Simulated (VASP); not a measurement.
Here is the system:

```yaml
crystal:
  lattice:
    - [7.14656, 0.00000, 0.00000]
    - [0.00000, 7.14656, 0.00000]
    - [0.00000, 0.00000, 7.14656]
  atoms:
    - { symbol: C, position: [0.50000, 0.00000, 0.00000] }
    - { symbol: C, position: [0.62500, 0.12500, 0.12500] }
    - { symbol: C, position: [0.75000, 0.25000, 0.00000] }
    - { symbol: C, position: [0.87500, 0.37500, 0.12500] }
    - { symbol: C, position: [0.75000, 0.00000, 0.25000] }
    - { symbol: C, position: [0.87500, 0.12500, 0.37500] }
    - { symbol: C, position: [0.00000, 0.00000, 0.00000] }
    - { symbol: C, position: [0.12500, 0.12500, 0.12500] }
    - { symbol: C, position: [0.25000, 0.25000, 0.00000] }
    - { symbol: C, position: [0.37500, 0.37500, 0.12500] }
    - { symbol: C, position: [0.50000, 0.50000, 0.00000] }
    - { symbol: C, position: [0.62500, 0.62500, 0.12500] }
    - { symbol: C, position: [0.75000, 0.75000, 0.00000] }
    - { symbol: C, position: [0.87500, 0.87500, 0.12500] }
    - { symbol: C, position: [0.25000, 0.00000, 0.25000] }
    - { symbol: C, position: [0.37500, 0.12500, 0.37500] }
    - { symbol: C, position: [0.50000, 0.25000, 0.25000] }
    - { symbol: C, position: [0.62500, 0.37500, 0.37500] }
    - { symbol: C, position: [0.75000, 0.50000, 0.25000] }
    - { symbol: C, position: [0.87500, 0.62500, 0.37500] }
    - { symbol: C, position: [0.50000, 0.00000, 0.50000] }
    - { symbol: C, position: [0.62500, 0.12500, 0.62500] }
    - { symbol: C, position: [0.75000, 0.25000, 0.50000] }
    - { symbol: C, position: [0.87500, 0.37500, 0.62500] }
    - { symbol: C, position: [0.75000, 0.00000, 0.75000] }
    - { symbol: C, position: [0.87500, 0.12500, 0.87500] }
    - { symbol: C, position: [0.00000, 0.50000, 0.00000] }
    - { symbol: C, position: [0.12500, 0.62500, 0.12500] }
    - { symbol: C, position: [0.25000, 0.75000, 0.00000] }
    - { symbol: C, position: [0.37500, 0.87500, 0.12500] }
    - { symbol: C, position: [0.00000, 0.25000, 0.25000] }
    - { symbol: C, position: [0.12500, 0.37500, 0.37500] }
    - { symbol: C, position: [0.25000, 0.50000, 0.25000] }
    - { symbol: C, position: [0.37500, 0.62500, 0.37500] }
    - { symbol: C, position: [0.50000, 0.75000, 0.25000] }
    - { symbol: C, position: [0.62500, 0.87500, 0.37500] }
    - { symbol: C, position: [0.00000, 0.00000, 0.50000] }
    - { symbol: C, position: [0.12500, 0.12500, 0.62500] }
    - { symbol: C, position: [0.25000, 0.25000, 0.50000] }
    - { symbol: C, position: [0.37500, 0.37500, 0.62500] }
    - { symbol: C, position: [0.50000, 0.50000, 0.50000] }
    - { symbol: C, position: [0.62500, 0.62500, 0.62500] }
    - { symbol: C, position: [0.75000, 0.75000, 0.50000] }
    - { symbol: C, position: [0.87500, 0.87500, 0.62500] }
    - { symbol: C, position: [0.25000, 0.00000, 0.75000] }
    - { symbol: C, position: [0.37500, 0.12500, 0.87500] }
    - { symbol: C, position: [0.50000, 0.25000, 0.75000] }
    - { symbol: C, position: [0.62500, 0.37500, 0.87500] }
    - { symbol: C, position: [0.75000, 0.50000, 0.75000] }
    - { symbol: C, position: [0.87500, 0.62500, 0.87500] }
    - { symbol: C, position: [0.00000, 0.75000, 0.25000] }
    - { symbol: C, position: [0.12500, 0.87500, 0.37500] }
    - { symbol: C, position: [0.00000, 0.50000, 0.50000] }
    - { symbol: C, position: [0.12500, 0.62500, 0.62500] }
    - { symbol: C, position: [0.25000, 0.75000, 0.50000] }
    - { symbol: C, position: [0.37500, 0.87500, 0.62500] }
    - { symbol: C, position: [0.00000, 0.25000, 0.75000] }
    - { symbol: C, position: [0.12500, 0.37500, 0.87500] }
    - { symbol: C, position: [0.25000, 0.50000, 0.75000] }
    - { symbol: C, position: [0.37500, 0.62500, 0.87500] }
    - { symbol: C, position: [0.50000, 0.75000, 0.75000] }
    - { symbol: C, position: [0.62500, 0.87500, 0.87500] }
    - { symbol: C, position: [0.00000, 0.75000, 0.75000] }
    - { symbol: C, position: [0.12500, 0.87500, 0.87500] }
```

The numbers are results of PBE GGA, VASP's PBE PAW potentials (set 64) (plane waves; VASP), not measurements. Numerical set-up: PREC = Normal, LREAL = Auto, 400 eV cut-off, 1×1×1 Γ-centred mesh, Gaussian smearing of 0.050 eV, potentials C.

At this cut-off the stress carries a Pulay error, which pulls relaxed volumes low. The supercell is sampled at Γ alone, which is coarse: total energies, pressure and levels can be off, energies of defects by several tenths of an eV.

Q: What does the run give for the energy per atom (σ→0), pressure?

A: 
| Property | Result |
|---|---|
| energy per atom (σ→0) | -9.005 eV/atom |
| pressure | -1.88 GPa |

Total energies compare only between runs with the same potentials, cut-off and functional.

The cell is a supercell, built from C (diamond).
